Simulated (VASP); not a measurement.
Here is the system:

```yaml
crystal:
  lattice:
    - [-1.59464, 1.59464, 1.59464]
    - [1.59464, -1.59464, 1.59464]
    - [1.59464, 1.59464, -1.59464]
  atoms:
    - { symbol: Mo, position: [0.00000, 0.00000, 0.00000] }
```

Level of theory: AM05 GGA, VASP's PBE PAW potentials (set 64) (plane waves; VASP). Run with 520 eV cut-off, 16×16×16 Γ-centred mesh, first-order Methfessel-Paxton smearing of 0.10 eV, potentials Mo_sv.

Give the stress tensor in GPa (positive for a compressed cell).

```
-14.99    0.00    0.00
  0.00  -14.99    0.00
  0.00    0.00  -14.99
```
The pressure is its mean diagonal, -14.99 GPa.

The compound is Mo in the bcc structure. This cell is one point of a volume scan, at 1.06 of the reference volume.
